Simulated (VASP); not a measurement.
VASP ran on this input.

**INCAR**
```
# general
SYSTEM  = NbN
PREC    = Accurate
ENCUT   = 520   # plane-wave cut-off (eV)
LREAL   = .False.   # projection in real space or not
LASPH   = .True.   # aspherical one-centre terms

# electronic loop
EDIFF   = 1E-6   # SCF stop (eV)
NELM    = 100   # most electronic steps
ALGO    = Normal   # blocked Davidson
LMAXMIX = 4

# smearing
ISMEAR  = 1
SIGMA   = 0.1   # width (eV)

# functional
GGA     = PE   # PBE

# ions
ISIF    = 2

# output
LWAVE   = .False.
LCHARG  = .False.
```

**KPOINTS**
```
Automatic mesh
0
Gamma
13 13 13
0 0 0
```

### POSCAR
```
NbN
1
    0.0000000000     2.2522550000     2.2508080000
    2.2153310000     0.0000000000     2.2508080000
    2.2153310000     2.2522550000     0.0000000000
Nb N
1 1
Direct
  0.0000000000   0.0000000000   0.0000000000
  0.4855750000   0.5144250000   0.5144250000
```

POTCAR, in this order: Nb_sv N (PBE.64 set). Program: vasp_std.

**Question.** Translate this PBE calculation to Quantum ESPRESSO's pw.x.

**Answer.** One equivalent input (not run):
```
&CONTROL
  calculation = 'scf'
  pseudo_dir = './pseudo'
  outdir = './out'
  tprnfor = .true.
  tstress = .true.
/
&SYSTEM
  ibrav = 0
  nat = 2
  ntyp = 2
  ecutwfc = 84
  occupations = 'smearing'
  smearing = 'methfessel-paxton'
  degauss = 0.00735
  input_dft = 'pbe'
/
&ELECTRONS
  conv_thr = 7.3e-08
  electron_maxstep = 100
/
ATOMIC_SPECIES
  Nb 92.906 Nb.upf
  N 14.007 N.upf
CELL_PARAMETERS angstrom
     0.0000000    2.2522550    2.2508080
     2.2153310    0.0000000    2.2508080
     2.2153310    2.2522550    0.0000000
ATOMIC_POSITIONS crystal
  Nb   0.0000000  0.0000000  0.0000000
  N    0.4855750  0.5144250  0.5144250
K_POINTS automatic
  13 13 13 0 0 0
```
The two are equivalent in intent, not identical: the potentials are each code's own (VASP's PAW set, PseudoDojo norm-conserving files in pw.x), so ENCUT and ecutwfc are chosen apart and not converted; conv_thr bounds pw.x's estimated SCF error, while EDIFF bounds the energy change between steps.

The compound is NbN in the rock salt structure, the cubic δ form, which competes with hexagonal ones. The cell was not relaxed at this level, atoms are displaced from their ideal sites.
